Changing the distance between neighbouring tungsten atoms by three per cent changes the volume by about nine per cent. This takes tens of gigapascals, which is hundreds of thousands of atmospheres, yet it costs only about a tenth of an electronvolt per atom. The table follows one crystal of tungsten through such changes, calculated with the PBE functional for atoms at rest.

Body-centred cubic tungsten at several volumes, calculated with VASP 6.6.1 using the PBE functional and the W_sv PAW potential, without spin polarisation or spin-orbit coupling. The plane-wave cutoff is 520 eV, the k mesh 12 × 12 × 12 for the one-atom cell, and the Gaussian smearing width 0.1 eV. Pressure is positive in compression.

```
volume (Å³/atom)  shortest distance (Å)  pressure (GPa)
          14.720                  2.674           34.21
          15.206                  2.703           21.09
          15.691                  2.732            9.77
          15.848                  2.741            6.47
          16.176                  2.760            0.00
          16.662                  2.787           -8.45
          17.147                  2.814          -15.73
          17.632                  2.840          -21.94
```

A positive pressure means that the cell has to be held together from outside. A negative one means that it is being pulled apart. The cell at 16.176 Å³ per atom needs neither and serves as the reference.

(a) What does the pressure tell about the energy of the crystal? And does the small drop in pressure between 15.691 and 15.848 Å³ mark a kink in the curve?

Solution. Pressure is the energy that the crystal would release per unit of volume gained. With E for the energy and V for the volume, both per atom,

P = −dE/dV

A squeezed cell lowers its energy by expanding, so its pressure is positive. A stretched cell lowers its energy by shrinking, so its pressure is negative. At zero pressure the energy is at its minimum. The energies of the same runs give these pressures back to within about 0.1 GPa, so the shape of the curve is not an error in the computed stress.

The small drop has a simple origin: the two volumes lie close together. Per unit of volume the pressure falls there by 21.0 GPa/Å³. The step before has 23.3 and the step after has 19.7, so this one takes its proper place between them. There is no kink, only a curve that flattens steadily as the cell grows.

(b) Suppose that tungsten were equally stiff at every volume in the table. Which pressures would the smallest and the largest cell have, and how does this estimate fail?

Solution. The stiffness against a change of volume is the bulk modulus B. It follows from two elastic constants calculated for the zero-pressure cell. C11 is the stress along a cube axis per unit of strain along that same axis, and C12 is the stress there per unit of strain along another cube axis. When all three axes are strained equally, each feels C11 + 2 C12 times the strain, while the volume changes by three times the strain. Hence

B = (C11 + 2 C12)/3 = (512.3 + 2 × 199.0)/3 GPa ≈ 303 GPa

A bulk modulus that never changed would give a slightly bent curve. The simpler assumption made here is that equal steps in volume always change the pressure equally, as they nearly do close to the reference volume V₀. The pressure is then a straight line:

P = −B (V − V₀)/V₀

For the smallest cell, (14.720 − 16.176)/16.176 = −0.090, and the line gives 0.090 × 303 GPa ≈ 27 GPa. The largest cell lies just as far on the other side, so its estimate is −27 GPa. No constant was adjusted to the pressures. Only the zero-pressure cell entered the estimate, and the line meets the table there by construction.

The calculation gives 34.2 GPa for the smallest cell and −21.9 GPa for the largest. The line therefore misses by a fifth of the computed pressure at one end and by a quarter of the computed tension at the other. It is useful near the reference: two per cent below V₀, at 15.848 Å³, it is only about 5% too low. The program's output below lists the estimate for every row.

The misses have a pattern. Apart from the reference itself, every computed pressure lies above the line. Averaged over the squeezed and the stretched cell, the miss is about 0.7 GPa at a volume change of three per cent, 2.7 GPa at six and 6 GPa at nine. It grows as the square of the change, which is how a line fails when the true curve bends gently in one direction.

For practical use the volume should be taken relative to V₀. PBE is known to make the tungsten cell slightly too large, and an error of two per cent in V₀ shifts the pressure by about 6 GPa. Heat and the zero-point motion of the atoms, which are missing here, would add a small outward pressure of their own.

(c) Why does tungsten become stiffer when squeezed and softer when stretched?

Solution. A simpler system shows the principle: a molecule of two atoms. Its bond length is set by a pull and a push that cancel. The pull comes from electrons shared between the atoms and fades slowly with distance. The push comes from electron clouds forced into each other and fades quickly.

Let x be the increase of the distance from its balanced value, and let both forces have the strength F at balance. If the push fades as exp(−r x) and the pull as exp(−a x), with r larger than a, the net outward force for small x is

F (exp(−r x) − exp(−a x)) ≈ −F (r − a) x + ½ F (r² − a²) x²

The first term is the ordinary spring, equally strong in both directions. The second is positive whichever way the atoms move, so it adds to the resistance against squeezing and takes away from the resistance against stretching. This is the pattern of part (b), where the computed pressures lie above the line on both sides. Part of that pattern is expected from geometry alone. Even an ordinary spring gives a bent curve once its force is turned into a pressure and drawn against volume: as the cell grows, the force is spread over a larger face, and equal steps in volume become smaller steps in distance. This should account for somewhat less than half of the misses. The rest needs a push and a pull of different range, or something that acts like them. Any smooth curve with such a bend would show the same pattern, so the agreement does not prove the two exponentials. What the argument supplies is a reason for the direction of the bend.

In tungsten the pull comes mainly from the 5d electrons. They fill roughly half of their band, chiefly the bonding states, while most of the antibonding states stay empty. When the atoms approach, the band widens and the occupied bonding states sink further below its middle, which strengthens the binding. The push has two sources. The outer s and p electrons are largely kept out of the atomic cores, and the space left between the cores shrinks by a larger fraction than the cell itself, so their kinetic energy rises steeply. The filled inner shells also begin to overlap, and since their bonding and antibonding combinations are both occupied, nothing is gained and the overlap costs energy.

The electron levels of two of the runs show how differently these shells respond. Between 17.147 and 15.206 Å³ the neighbours approach by about 4%. The splitting of the d levels, taken at the centre of the Brillouin zone, grows by 15%. The spread of the filled 5p levels, taken at a point on the zone boundary, grows by 49%. Both grow by about 0.48 eV, but for the 5p levels this is a much larger fraction of the starting value, as one would expect if the push of the inner shell has the shorter range. Spin-orbit coupling, which these runs leave out, is expected to split the 5p levels by several electronvolts more, but that splitting belongs to the single atom and should hardly depend on the distance. These are distances between levels at single points and not energies of push and pull, so they support the picture without measuring its parts. How much of the push comes from the inner shells and how much from the confined outer electrons remains open.

The outcome can be read as a changing stiffness. Between the two smallest cells the bulk modulus is

14.96 Å³ × (34.21 − 21.09) GPa / (15.206 − 14.720) Å³ ≈ 404 GPa

where 14.96 Å³ is the mean volume of the pair. Between the two largest cells the same calculation gives 223 GPa. The mean distances of these two pairs differ by only about five per cent, yet the stiffness differs by almost a factor of two.

The comparison with a molecule has a limit. A tungsten atom has eight nearest neighbours and shares its electrons with the whole crystal, so the pressure is not a sum of eight independent bonds. What carries over is the balance of a short-ranged push with a longer-ranged pull. Wherever a solid is held in this way, each further step of compression should cost more pressure than the last, and each further step of stretching should add less tension.

The squeezed side of the table can be reached in practice, with a small sample between the anvils of a high-pressure cell. The stretched cells describe a perfect crystal held under even tension from all sides, and a real workpiece, with its grain boundaries and flaws, would fail long before it reached such values.

Output of the analysis:

```
Step from the row above to this row:
     row  mid volume (Å³)  mean pressure (GPa)  pressure from energies (GPa)  fall per volume (GPa/Å³)  bulk modulus (GPa)
  15.206            14.96                27.65                         27.55                        27               403.9
  15.691            15.45                15.43                         15.39                     23.34               360.6
  15.848            15.77                 8.12                         8.164                     21.02               331.5
  16.176            16.01                3.235                         3.283                     19.73               315.8
  16.662            16.42               -4.225                        -4.236                     17.39               285.5
  17.147             16.9               -12.09                         -12.1                     15.01               253.7
  17.632            17.39               -18.84                        -18.85                      12.8               222.7
Straight line of constant stiffness:
     row  line (GPa)  computed (GPa)  computed less line (GPa)
   14.72       27.31           34.21                     6.901
  15.206       18.19           21.09                     2.896
  15.691       9.097            9.77                    0.6732
  15.848       6.152            6.47                     0.318
  16.176           0               0                         0
  16.662      -9.116           -8.45                    0.6655
  17.147      -18.21          -15.73                     2.482
  17.632      -27.31          -21.94                     5.369
Bulk modulus from the elastic constants at zero pressure (GPa): 303.4
Largest gap between pressure from energies and mean pressure (GPa): 0.1031
Pressure at smallest cell over tension at largest cell (ratio): 1.559
Steepest over gentlest fall of pressure per volume (ratio): 2.108
Largest over smallest bulk modulus of the steps (ratio): 1.814
Shortening of the contact at the smallest cell (%): 3.116
Lengthening of the contact at the largest cell (%): 2.899
Energy cost of the smallest cell (meV per atom): 144.9
Energy cost of the largest cell (meV per atom): 106.5
Volume of the 15.848 row below the zero-pressure volume (%): 2.028
d splitting at the zone centre at 17.147 Å³ (eV): 3.182
d splitting at the zone centre at 15.206 Å³ (eV): 3.661
Growth of the d splitting on compression (%): 15.06
5p spread at one zone-boundary point at 17.147 Å³ (eV): 0.9857
5p spread at the same point at 15.206 Å³ (eV): 1.466
Growth of the 5p spread on compression (%): 48.7
```
